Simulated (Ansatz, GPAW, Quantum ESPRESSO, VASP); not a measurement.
**GaAgSnSe₄ (I-4, 7 atoms in the cell) computed with different codes at matched settings**

Self-consistent single point, at a second geometry (lattice scaled by 0.98). First geometry:

```
GaAgSnSe4
1.0
   -3.01917     3.01917     5.48449
    3.01917    -3.01917     5.48449
    3.01917     3.01917    -5.48449
Ga Ag Sn Se
1 1 1 4
Direct
  0.50000   0.50000   0.00000
  0.25000   0.75000   0.50000
  0.75000   0.25000   0.50000
  0.64710   0.63460   0.50038
  0.36540   0.86578   0.01250
  0.13422   0.14672   0.49962
  0.85328   0.35290   0.98750
```

Shared settings, as Ansatz (a first-principles code) writes them: kpoints.mp_grid.grid = 3 3 3; scf.occupations.method = fermi_dirac; scf.occupations.width = 0.01 eV. Potentials and cutoffs stand in the table.

```
code                                                                              model  ΔF from the first geometry (meV/atom)  pressure (GPa)  largest force (eV/Å)  gap on the mesh (eV)   cutoff
----------------  ---------------------------------------------------------------------  -------------------------------------  --------------  --------------------  --------------------  -------
VASP                                         PBEsol, VASP's PBE PAW potentials (set 64)                                   -9.8            0.58                 0.343                 0.931   300 eV
GPAW                              PBEsol, GPAW PAW datasets PBEsol (made by gpaw-setup)                                   -8.6            0.82                 0.383                 0.934   550 eV
Ansatz                                                  PBEsol, PAW files made with PBE                                  -10.6            0.60                 0.332                 0.933  default
Quantum ESPRESSO  PBEsol, PseudoDojo standard norm-conserving (PBESOL) pseudopotentials                                  -10.1            0.67                 0.339                 0.921    90 Ry
```

Gaps are read on the mesh.

The spread over the programs that give each value: ΔF from the first geometry within 2.0 meV/atom; pressure within 0.24 GPa; largest force within 0.051 eV/Å; gap on the mesh within 0.013 eV.

Ansatz's pressure is given at a fixed set of plane waves, as the other plane-wave codes print theirs. In the force vectors, GPAW (by 0.114) lies more than 0.08 eV/Å from the median of the plane-wave programs.

VASP's run is marked for a possible Pulay error in its stress at this cutoff; no cutoff test was made.

The starting cell comes from a database of computed structures (which also holds hypothetical and non-ambient phases and stackings), without a prior relaxation at this level. For this run, on top of that: lattice scaled by 0.98.

Left out of this page: CP2K, Elk and FLEUR (not drawn, or without a comparable value); SIESTA (unsound by tests on forces, stress, charge or solver warnings).

Keys are those of Ansatz 0.2.
